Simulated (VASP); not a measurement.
Computed with PBEsol GGA, VASP's PBE PAW potentials (set 64) (plane waves; VASP).

VASP input:

File KPOINTS:
```
Automatic mesh
0
Gamma
6 6 6
0 0 0
```

File POSCAR:
```
BaTiO3
1
    3.9837729775     0.0000000000     0.0000000000
    0.0000000000     3.9837729775     0.0000000000
    0.0000000000     0.0000000000     3.9837729775
Ba Ti O
1 1 3
Direct
  0.0000000000   0.0000000000   0.0000000000
  0.5000000000   0.5000000000   0.5000000000
  0.5000000000   0.0000000000   0.5000000000
  0.0000000000   0.5000000000   0.5000000000
  0.5000000000   0.5000000000   0.0000000000
```

### INCAR
```
SYSTEM = BaTiO3
PREC = Accurate
ENCUT = 620
EDIFF = 1E-6
NELM = 100
ALGO = Normal
LREAL = .FALSE.
LASPH = .TRUE.
ISMEAR = 0
SIGMA = 0.05
GGA = PS
LMAXMIX = 4
LWAVE = .FALSE.
LCHARG = .FALSE.
IBRION = 2
ISIF = 3
NSW = 40
EDIFFG = -0.02
```

POTCAR, in this order: Ba_sv Ti_sv O (PBE.64 set). Program: vasp_std.

What VASP printed:

File OSZICAR:
```
       N       E                     dE             d eps       ncg     rms          rms(c)
DAV:   1     0.495086743820E+03    0.49509E+03   -0.23771E+04   960   0.207E+03
DAV:   2     0.114520871894E+02   -0.48363E+03   -0.47704E+03  1112   0.527E+02
DAV:   3    -0.498382614100E+02   -0.61290E+02   -0.59437E+02  1472   0.162E+02
DAV:   4    -0.521942021187E+02   -0.23559E+01   -0.23547E+01  1304   0.316E+01
DAV:   5    -0.522797744123E+02   -0.85572E-01   -0.85566E-01  1400   0.435E+00    0.235E+01
DAV:   6    -0.421589474051E+02    0.10121E+02   -0.68194E+01  1440   0.762E+01    0.101E+01
DAV:   7    -0.421373308457E+02    0.21617E-01   -0.10245E+01  1224   0.232E+01    0.652E+00
DAV:   8    -0.420148009676E+02    0.12253E+00   -0.15531E+00  1264   0.123E+01    0.238E+00
DAV:   9    -0.419961927626E+02    0.18608E-01   -0.26002E-01  1200   0.420E+00    0.946E-01
DAV:  10    -0.419986260724E+02   -0.24333E-02   -0.11590E-01  1224   0.232E+00    0.873E-01
DAV:  11    -0.419891411305E+02    0.94849E-02   -0.85595E-02  1384   0.213E+00    0.231E-01
DAV:  12    -0.419883960480E+02    0.74508E-03   -0.39881E-03  1192   0.590E-01    0.632E-02
DAV:  13    -0.419884797138E+02   -0.83666E-04   -0.22206E-03  1344   0.332E-01    0.897E-02
DAV:  14    -0.419883584675E+02    0.12125E-03   -0.58481E-04  1256   0.164E-01    0.224E-02
DAV:  15    -0.419883567834E+02    0.16840E-05   -0.31525E-05  1192   0.395E-02    0.680E-03
DAV:  16    -0.419883563681E+02    0.41537E-06   -0.48151E-06   896   0.144E-02
   1 F= -.41988356E+02 E0= -.41988356E+02  d E =-.419884E+02
```

File OUTCAR:
```
------------------------ aborting loop because EDIFF is reached ----------------------------------------
  FORCE on cell =-STRESS in cart. coord.  units (eV):
  Direction    XX          YY          ZZ          XY          YZ          ZX
  --------------------------------------------------------------------------------------
  Total       -0.0497882     -0.0497882     -0.0497882     -0.0000000     -0.0000000      0.0000000
  in kB       -1.2616909     -1.2616909     -1.2616909     -0.0000000     -0.0000000      0.0000000
  external PRESSURE =      -1.2616909 kB  Pullay stress =       0.0000000 kB
  volume of cell :       63.22
      direct lattice vectors                 reciprocal lattice vectors
     3.983772978  0.000000000  0.000000000     0.251018320  0.000000000  0.000000000
     0.000000000  3.983772978  0.000000000     0.000000000  0.251018320  0.000000000
     0.000000000  0.000000000  3.983772978     0.000000000  0.000000000  0.251018320
 POSITION                                       TOTAL-FORCE (eV/Angst)
 -----------------------------------------------------------------------------------
      0.00000      0.00000      0.00000         0.000000      0.000000      0.000000
      1.99189      1.99189      1.99189         0.000000      0.000000      0.000000
      1.99189      0.00000      1.99189         0.000000      0.000000      0.000000
      0.00000      1.99189      1.99189         0.000000      0.000000      0.000000
      1.99189      1.99189      0.00000         0.000000      0.000000      0.000000
 -----------------------------------------------------------------------------------
    total drift:                                0.000000     -0.000000     -0.000000
  FREE ENERGIE OF THE ION-ELECTRON SYSTEM (eV)
  ---------------------------------------------------
  free  energy   TOTEN  =       -41.9883563681 eV

  energy  without entropy=      -41.9883563681  energy(sigma->0) =      -41.98835637

 reached required accuracy - stopping structural energy minimisation
```
(Selected blocks of OUTCAR.)

The compound is BaTiO3 in the cubic perovskite structure, the ideal cubic form; the compound distorts at low or room temperature. It was relaxed first.
